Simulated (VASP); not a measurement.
Shape and ions are relaxed at each volume.

Given:

```
CELL_PARAMETERS angstrom
      4.79893     0.00000     0.00000
      0.00000     4.79893     0.00000
      0.00000     0.00000     3.23732
ATOMIC_POSITIONS crystal
  Sn 0.00000 0.00000 0.00000
  Sn 0.50000 0.50000 0.50000
  O  0.30624 0.30624 0.00000
  O  0.80624 0.19376 0.50000
  O  0.19376 0.80624 0.50000
  O  0.69376 0.69376 0.00000
```

These are PBE GGA with D3 dispersion (Becke-Johnson damping), VASP's PBE PAW potentials (set 64) (plane waves; VASP 6.6.1) values and carry that method's errors. Settings: 520 eV cut-off, 5×5×7 Γ-centred mesh, Gaussian smearing of 0.050 eV, potentials Sn_d O.

Give the energy at these volumes per atom, relative to the lowest: 11.66, 12.03, 12.40, 12.77, 13.15 Å³.

29.9, 7.4, 0.0, 5.0, 20.3 meV/atom. A third-order Birch-Murnaghan fit gives B0 = 176 GPa and B0′ = 5.4.

The compound is SnO2 in the rutile structure. It was relaxed first.
